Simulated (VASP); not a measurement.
Here is the system:

```xyz
6
Lattice="4.3058 0.0000 0.0000 0.0000 4.3058 0.0000 0.0000 0.0000 4.3058" Properties=species:S:1:pos:R:3 pbc="T T T"
Cu     1.0765     1.0765     3.2294
Cu     1.0765     3.2294     1.0765
Cu     3.2294     3.2294     3.2294
Cu     3.2294     1.0765     1.0765
O      2.1529     2.1529     2.1529
O      0.0000     0.0000     0.0000
```

Method: PBE GGA, VASP's PBE PAW potentials (set 64) (plane waves; VASP 6.6.1). Settings: 500 eV cut-off, 5×5×5 Γ-centred mesh, Gaussian smearing of 0.050 eV, potentials Cu O.

Question: What does the run give for the energy per atom (σ→0), band gap (on the k-mesh) with the smallest direct gap where there is one?

Answer: 
The band gap (on the k-mesh) is 0.47 eV and the smallest direct gap (on the k-mesh) comes out as 0.47 eV. The energy per atom (σ→0) comes out as -4.548 eV/atom.

Only differences to runs with the same potentials and settings are physical.

The structure comes from a computed database's Cu2O entry (Pn-3m); how it stands against other phases isn't given here. It was relaxed first. The start is the result of an earlier pass.
